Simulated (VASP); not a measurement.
Data:

```
TiC
1.0
    0.00000     2.15213     2.15213
    2.15213     0.00000     2.15213
    2.15213     2.15213     0.00000
Ti C
1 1
Direct
  0.00000   0.00000   0.00000
  0.50000   0.50000   0.50000
```

Calculation: PBE GGA with D3 dispersion (zero damping), VASP's PBE PAW potentials (set 64) (plane waves; VASP). Settings: 520 eV cut-off, 16×16×16 Γ-centred mesh, tetrahedra with Blöchl corrections, potentials Ti_sv C.

### Question
What does the run give for the energy per atom (σ→0), band gap (on the k-mesh) with the smallest direct gap where there is one?

### Answer

```yaml
band gap (on the k-mesh): none (metal, semimetal or under 0.01 eV)
energy per atom (σ→0): -9.658 eV/atom
```

The compound is TiC in the rock salt structure. It was relaxed first.
